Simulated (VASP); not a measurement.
VASP ran on this input.

INCAR:
```
SIGMA  =  0.05   ! width (eV)
ISIF  =  4   ! ions and shape, fixed volume
EDIFFG  =  -0.01
PARAM2  =  0.22
IBRION  =  2   ! conjugate gradients
NELM  =  100   ! most electronic steps
ALGO  =  Normal   ! blocked Davidson
LMAXMIX  =  4
LCHARG  =  .False.
LWAVE  =  .False.
PARAM1  =  0.1833333333
LREAL  =  .False.   ! projection in real space or not
LASPH  =  .True.
AGGAC  =  0.0
EDIFF  =  1E-7   ! SCF stop (eV)
ISMEAR  =  0
LUSE_VDW  =  .True.
ENCUT  =  520
SYSTEM  =  BaTiO3
GGA  =  BO
NSW  =  30
PREC  =  Accurate
```

**POSCAR**
```
BaTiO3
1.0
  3.9626031679   0.0000000000   0.0000000000
  0.0000000000   3.9626031679   0.0000000000
  0.0000000000   0.0000000000   4.0738131382
Ba Ti O
1 1 3
Cartesian
  0.0000000000   0.0000000000   0.0137601427
  1.9813015839   1.9813015839   2.1240452757
  1.9813015839   1.9813015839   3.9528029119
  0.0000000000   1.9813015839   1.9736336209
  1.9813015839   0.0000000000   1.9736336209
```

### KPOINTS
```
Automatic mesh
0
Gamma
6 6 6
0 0 0
```

POTCAR, in this order: Ba_sv Ti_sv O (PBE.64 set). Program: vasp_std.

Q: Write an equivalent input for Quantum ESPRESSO's pw.x.

A: One equivalent input (not run):
```
&CONTROL
  calculation = 'vc-relax'
  pseudo_dir = './pseudo'
  outdir = './out'
  tprnfor = .true.
  tstress = .true.
  nstep = 30
  forc_conv_thr = 0.00039
/
&SYSTEM
  ibrav = 0
  nat = 5
  ntyp = 3
  ecutwfc = 84
  occupations = 'smearing'
  smearing = 'gaussian'
  degauss = 0.003675
  input_dft = 'vdw-df-obk8'
/
&ELECTRONS
  conv_thr = 7.3e-09
  electron_maxstep = 100
/
&IONS
/
&CELL
  cell_dofree = 'shape'
/
ATOMIC_SPECIES
  Ba 137.327 Ba.upf
  Ti 47.867 Ti.upf
  O 15.999 O.upf
CELL_PARAMETERS angstrom
     3.9626032    0.0000000    0.0000000
     0.0000000    3.9626032    0.0000000
     0.0000000    0.0000000    4.0738131
ATOMIC_POSITIONS crystal
  Ba   0.0000000  0.0000000  0.0033777
  Ti   0.5000000  0.5000000  0.5213900
  O    0.5000000  0.5000000  0.9702956
  O    0.0000000  0.5000000  0.4844684
  O    0.5000000  0.0000000  0.4844684
K_POINTS automatic
  6 6 6 0 0 0
```
The two are equivalent in intent, not identical: the potentials are each code's own (VASP's PAW set, PseudoDojo norm-conserving files in pw.x), so ENCUT and ecutwfc are chosen apart and not converted; conv_thr bounds pw.x's estimated SCF error, while EDIFF bounds the energy change between steps; forc_conv_thr acts on force components and is met together with etot_conv_thr.

The compound is BaTiO3 in the tetragonal perovskite structure. This cell is one point of a volume scan, at 0.97 of the reference volume. Symmetry was kept, so distortions that lower it aren't found.
